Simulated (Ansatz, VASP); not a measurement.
## KNaICl: VASP beside Ansatz

The input INCAR:

```
PREC = Accurate ; ENCUT = 520
EDIFF = 1E-7 ; ISMEAR = 0
SIGMA = 0.05 ; LREAL = F
LASPH = T ; NELM = 60
ALGO = Normal ; ISIF = 2
LWAVE = F ; LCHARG = F
NBANDS = 23
```

KPOINTS

```
regular mesh
0
Gamma
  6 6 4
```

The input POSCAR:

```
KNaICl
1.0
    4.3204478870      0.0000000000      0.0000000000
    0.0000000000      4.3204478870      0.0000000000
    0.0000000000      0.0000000000      6.4994237378
K Na I Cl
1 1 1 1
Direct
    0.5000000000      0.5000000000      0.5000000000
    0.0000000000      0.0000000000      0.0000000000
    0.5000000000      0.5000000000      0.0000000000
    0.0000000000      0.0000000000      0.5000000000
```

Input for Ansatz:

```yaml
crystal:
  lattice:
    - [4.320447887, 0.0, 0.0]
    - [0.0, 4.320447887, 0.0]
    - [0.0, 0.0, 6.4994237378]
  atoms:
    - { symbol: K, position: [0.5, 0.5, 0.5] }
    - { symbol: Na, position: [0.0, 0.0, 0.0] }
    - { symbol: I, position: [0.5, 0.5, 0.0] }
    - { symbol: Cl, position: [0.0, 0.0, 0.5] }
basis:
  ecutwfc: 520.0
kpoints:
  mp_grid: { grid: [6, 6, 4] }
hamiltonian:
  xc: lda
  pseudopotentials: { kind: paw }
scf:
  occupations: { method: gaussian, width: 0.05 }
output:
  forces: true
  stress: true
  eigenvalues: true
```

The cell comes from a database or a generator and needn't be the stable form of this composition.

Alike in both runs: task single point; functional LDA; k mesh 6 × 6 × 4; occupations gaussian, width 0.05 eV; no spin polarisation.

```csv
,VASP,Ansatz
version,VASP 6.6.1,Ansatz 0.2.0
potentials or method,"VASP PAW LDA potentials, release 64 (K_sv, Na_pv, I, Cl)","scalar-relativistic, plane waves, PAW"
plane-wave cutoff (eV),520,520
valence electrons in the cell,30,42
```

```csv
,VASP,Ansatz,Ansatz less VASP
gap on the k mesh at the Fermi level (eV),4.01,4.00,-0.008
least direct gap on the mesh (eV),4.05,4.04,-0.008
pressure (GPa),0.1,0.0,-0.06
```

The two sets of potentials don't hold the same shells in valence.

Caveats: spin-orbit coupling is left out, which moves the levels of the heavy elements. LDA gaps usually lie below the measured ones, often by a third to a half. A k mesh can miss the band edges.
